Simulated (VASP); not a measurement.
These are PBE GGA, VASP's PBE PAW potentials (set 64) (plane waves; VASP) values and carry that method's errors.

The input files of a VASP run:

### POSCAR
```
Mo
1
   -1.5750000000     1.5750000000     1.5750000000
    1.5750000000    -1.5750000000     1.5750000000
    1.5750000000     1.5750000000    -1.5750000000
Mo
1
Direct
  0.0000000000   0.0000000000   0.0000000000
```

INCAR:
```
ALGO  =  Normal
EDIFF  =  1E-6
ENCUT  =  550
GGA  =  PE
ISIF  =  2
ISMEAR  =  1
LASPH  =  .TRUE.
LCHARG  =  .FALSE.
LMAXMIX  =  4
LREAL  =  .FALSE.
LWAVE  =  .FALSE.
NELM  =  100
PREC  =  Accurate
SIGMA  =  0.1
SYSTEM  =  Mo
```

**KPOINTS**
```
Automatic mesh
0
G
 15 15 15
```

POTCAR, in this order: Mo_sv (PBE.64 set). Program: vasp_std.

Problem. What will the output report for the number of irreducible k-points (NKPTS), number of bands (NBANDS), largest plane-wave count, number of space-group operations, FFT grid (NGX, NGY, NGZ)?

Solution. 
The number of irreducible k-points (NKPTS) is 120. The number of bands (NBANDS) is 11 and the largest plane-wave count is 472. The number of space-group operations is 48 and the FFT grid (NGX, NGY, NGZ) is 24 × 24 × 24.

The compound is Mo in the bcc structure. The cell was not relaxed at this level. The run is one of a series of settings (ENCUT = 550 against the base run), some of them coarse on purpose.
